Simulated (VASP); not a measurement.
These are HSE06 screened hybrid, VASP's PBE PAW potentials (set 64) (plane waves; VASP) values and carry that method's errors.

VASP ran on this input.

File POSCAR:
```
Ga36CN35
10.5562840
  0.4611772374  -0.7987823951   0.0000000000
  0.4611772374   0.7987823951   0.0000000000
  0.0000000000   0.0000000000   0.9999999982
Ga N C
36 35 1
Direct
  0.2226879283   0.1114668467   0.2494324962
  0.1106353668   0.2219937779   0.0004696112
  0.2210196250   0.1108424527   0.7510743560
  0.1100554739   0.2216408587   0.5003569186
  0.2228321828   0.4443059892   0.2496220974
  0.1112535445   0.5556593324   0.0001792035
  0.2210221857   0.4433383324   0.7512229360
  0.1115330481   0.5563730798   0.5013485996
  0.2223365532   0.7777110979   0.2497477845
  0.1111756516   0.8888462172   0.0001407656
  0.2222308319   0.7778239169   0.7510540055
  0.1113812206   0.8882853507   0.5012486730
  0.5552969766   0.1112830586   0.2495424462
  0.4441735087   0.2216026609   0.9988993487
  0.5561325910   0.1106841788   0.7510552078
  0.4432608889   0.2207239008   0.5028327412
  0.5559561796   0.4441433125   0.2495874966
  0.4442142011   0.5555566914   0.9989885042
  0.5556167692   0.4441490049   0.7497347893
  0.4434140040   0.5551431864   0.5029014394
  0.5551989981   0.7765654175   0.2496042631
  0.4444370595   0.8887014974   0.0002461920
  0.5560176412   0.7782414943   0.7510038369
  0.4431616753   0.8878926335   0.5012776335
  0.8884674446   0.1108575448   0.2499998346
  0.7778374220   0.2221778253   0.0004701706
  0.8884419324   0.1109694664   0.7505940001
  0.7774623809   0.2221909834   0.5003910420
  0.8888287920   0.4447517843   0.2495223609
  0.7783663267   0.5558693963   0.9988386874
  0.8891482378   0.4438960316   0.7510488491
  0.7786735110   0.5560315927   0.5026013344
  0.8886442179   0.7773086161   0.2493605289
  0.7777718162   0.8890115544   0.0004091470
  0.8890197303   0.7788540284   0.7509987308
  0.7774141039   0.8887717678   0.5003197690
  0.2206935570   0.1099165234   0.4381326934
  0.1108328121   0.2219397765   0.1888662957
  0.2213282156   0.1107564230   0.9385227155
  0.1104979383   0.2218433422   0.6882823899
  0.2208021762   0.4440158158   0.4382394438
  0.1113766521   0.5555478658   0.1884958990
  0.2213652419   0.4438333214   0.9386386780
  0.1113912741   0.5558040190   0.6886781130
  0.2220205115   0.7776239682   0.4383389480
  0.1112693675   0.8888748886   0.1884726382
  0.2222989382   0.7778224246   0.9386967333
  0.1111877546   0.8887392329   0.6885675409
  0.5550257554   0.1097237602   0.4381896598
  0.4436542298   0.2204955137   0.1856767312
  0.5559421101   0.1106208401   0.9385076381
  0.4431747756   0.2200355473   0.6905399761
  0.4437208138   0.5557988798   0.1858121332
  0.5556528077   0.4443119360   0.9374791101
  0.4432607862   0.5560181092   0.6905602068
  0.5549771458   0.7779920115   0.4382850499
  0.4445287195   0.8886469251   0.1885592676
  0.5558943188   0.7783560933   0.9384675328
  0.4441508125   0.8885481781   0.6886038886
  0.8880400382   0.1107368117   0.4383757495
  0.7776365809   0.2223783310   0.1888883368
  0.8886224080   0.1110396801   0.9386218817
  0.7776183736   0.2222490768   0.6882905461
  0.8899457036   0.4445188822   0.4381884665
  0.7796119262   0.5564465650   0.1856800984
  0.8893105855   0.4440783479   0.9385006360
  0.7797422534   0.5566271954   0.6904023497
  0.8898134565   0.7787515929   0.4381027644
  0.7775818906   0.8885784420   0.1888327381
  0.8892534589   0.7786309804   0.9384673448
  0.7775126377   0.8888712432   0.6881815495
  0.5554839517   0.4440065746   0.4367324547
```

KPOINTS:
```
Automatic
0
Gamma
 1 1 1
```

**INCAR**
```
SYSTEM = Ga36CN35
PREC = Normal; ENCUT = 400; LREAL = Auto
LASPH = T; ISYM = 0; NELECT = 286.0
EDIFF = 1E-5; NELM = 50; NELMIN = 4
ALGO = Normal; LMAXMIX = 4
ISMEAR = 0; SIGMA = 0.05
GGA = PE; LHFCALC = T; AEXX = 0.25
HFSCREEN = 0.2; PRECFOCK = Fast
ISIF = 0
LWAVE = F; LCHARG = F
```

POTCAR, in this order: Ga N C (PBE.64 set). Program: vasp_gam. Read from the step before: WAVECAR.

Output

OSZICAR:
```
       N       E                     dE             d eps       ncg     rms          rms(c)
DAV:   1    -0.526079769172E+03   -0.52608E+03   -0.22834E+01   360   0.125E+01    0.967E+00
DAV:   2    -0.526227305834E+03   -0.14754E+00   -0.76657E-01   456   0.163E+00    0.666E+00
DAV:   3    -0.526295363994E+03   -0.68058E-01   -0.17849E-01   428   0.110E+00    0.407E+00
DAV:   4    -0.526268241700E+03    0.27122E-01   -0.98968E-02   408   0.781E-01    0.233E+00
DAV:   5    -0.526251617534E+03    0.16624E-01   -0.17341E-02   432   0.321E-01    0.132E+00
DAV:   6    -0.526246562136E+03    0.50554E-02   -0.12248E-02   416   0.245E-01    0.717E-01
DAV:   7    -0.526245508331E+03    0.10538E-02   -0.30988E-03   416   0.113E-01    0.400E-01
DAV:   8    -0.526245145785E+03    0.36255E-03   -0.12376E-03   440   0.861E-02    0.223E-01
DAV:   9    -0.526245024434E+03    0.12135E-03   -0.70894E-04   424   0.653E-02    0.123E-01
DAV:  10    -0.526245009668E+03    0.14766E-04   -0.23593E-04   408   0.342E-02    0.701E-02
DAV:  11    -0.526244990745E+03    0.18923E-04   -0.95226E-05   408   0.229E-02    0.382E-02
DAV:  12    -0.526244995885E+03   -0.51406E-05   -0.47707E-05   344   0.139E-02
   1 F= -.52624500E+03 E0= -.52624500E+03  d E =-.165250E-05
```

### OUTCAR
```
------------------------ aborting loop because EDIFF is reached ----------------------------------------
  volume of cell :      866.68
      direct lattice vectors                 reciprocal lattice vectors
     4.868317892 -8.432173817  0.000000000     0.102704879 -0.059296690  0.000000000
     4.868317892  8.432173817  0.000000000     0.102704879  0.059296690  0.000000000
     0.000000000  0.000000000 10.556283981     0.000000000  0.000000000  0.094730305
  FREE ENERGIE OF THE ION-ELECTRON SYSTEM (eV)
  ---------------------------------------------------
  free  energy   TOTEN  =      -526.2449958854 eV

  energy  without entropy=     -526.2449942329  energy(sigma->0) =     -526.24499506

  exchange ACFDT corr.  =         0.00000000  see jH, gK, PRB 81, 115126
```
(Selected blocks of OUTCAR.)

### OUTCAR
```
 val. band max:        1.9146135524   @ k =   0.0000   0.0000   0.0000

 cond. band min:       2.2376969525   @ k =   0.0000   0.0000   0.0000


 Fermi energy:         2.0761554069

 k-point     1 :       0.0000    0.0000    0.0000
  band No.  band energies     occupation
      1     -15.2233      2.00000
      2     -14.3254      2.00000
      3     -14.3059      2.00000
      4     -13.9671      2.00000
      5     -13.9663      2.00000
      6     -13.8882      2.00000
      7     -13.8670      2.00000
      8     -13.8476      2.00000
      9     -13.6941      2.00000
     10     -13.2971      2.00000
     11     -13.2965      2.00000
     12     -13.2153      2.00000
     13     -13.2117      2.00000
     14     -13.1909      2.00000
     15     -13.1890      2.00000
     16     -13.1640      2.00000
     17     -13.1544      2.00000
     18     -13.1496      2.00000
     19     -13.1466      2.00000
     20     -13.0905      2.00000
     21     -12.9715      2.00000
     22     -12.8348      2.00000
     23     -12.5771      2.00000
     24     -12.4505      2.00000
     25     -12.4378      2.00000
     26     -12.3863      2.00000
     27     -12.3706      2.00000
     28     -12.3624      2.00000
     29     -12.3491      2.00000
     30     -12.3342      2.00000
     31     -12.3115      2.00000
     32     -12.3097      2.00000
     33     -12.2741      2.00000
     34     -12.2547      2.00000
     35     -12.2274      2.00000
     36      -9.2126      2.00000
     37      -5.4131      2.00000
     38      -4.5795      2.00000
     39      -4.5714      2.00000
     40      -4.5594      2.00000
     41      -4.5324      2.00000
     42      -4.3781      2.00000
     43      -4.3422      2.00000
     44      -4.3340      2.00000
     45      -4.3185      2.00000
     46      -4.2811      2.00000
     47      -4.2365      2.00000
     48      -4.0194      2.00000
     49      -4.0150      2.00000
     50      -3.9937      2.00000
     51      -3.9827      2.00000
...
```

The cell is charged, with a uniform compensating background. The supercell is sampled at Γ alone, which is coarse: total energies, pressure and levels can be off, energies of defects by several tenths of an eV.

The cell is a supercell with a defect, built from GaN (wurtzite): C_N, charge +1. The cell's shape comes from a PBE relaxation. The run is not spin-polarised, so no state with unpaired spins was tried.
